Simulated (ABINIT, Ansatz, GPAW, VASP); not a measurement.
# One structure in several programs: NiAl (Pm-3m, 2 atoms in the cell)

Self-consistent single point.

```xyz
2
Lattice="2.8900 0.0000 0.0000 0.0000 2.8900 0.0000 0.0000 0.0000 2.8900" Properties=species:S:1:pos:R:3 pbc="T T T"
Al     1.4450     1.4450     1.4450
Ni     0.0000     0.0000     0.0000
```

Shared settings, as Ansatz (an electronic-structure program) writes them: kpoints.mp_grid.grid = 9 9 9; scf.occupations.method = gaussian; scf.occupations.width = 0.136 eV. Potentials and cutoffs stand in the table.

```json
[
 {"code": "Ansatz", "model": "LDA (PW92), default PAW files made with PBE", "pressure (GPa)": "-10.03", "cutoff": "default"},
 {"code": "GPAW", "model": "LDA (Perdew-Wang 92), GPAW PAW datasets LDA (gpaw-data 1.0.1)", "pressure (GPa)": "-9.20", "cutoff": "850 eV"},
 {"code": "ABINIT", "model": "LDA (PW92), norm-conserving pseudopotentials (PseudoDojo nc-sr-04 LDA standard)", "pressure (GPa)": "-10.38", "cutoff": "1333 eV"},
 {"code": "VASP", "model": "LDA (PZ), VASP's LDA PAW potentials (set 64)", "pressure (GPa)": "-9.52", "cutoff": "300 eV"}
]
```

On Ansatz's run: spin polarisation is off.

The spread over the programs that give each value: pressure within 1.18 GPa.

Ansatz's pressure is given at a fixed set of plane waves, as the other plane-wave codes print theirs; with its correction for the finite basis it is -9.94 GPa. The same LDA comes in different parametrisations, which differ slightly.

VASP's run is marked for a possible Pulay error in its stress at this cutoff; no cutoff test was made.

The starting cell has typed, rounded lattice constants, without a prior relaxation at this level.

Left out of this page: Quantum ESPRESSO, CP2K, Elk and SIESTA (not drawn, or without a comparable value).

Keys are those of Ansatz 0.2.
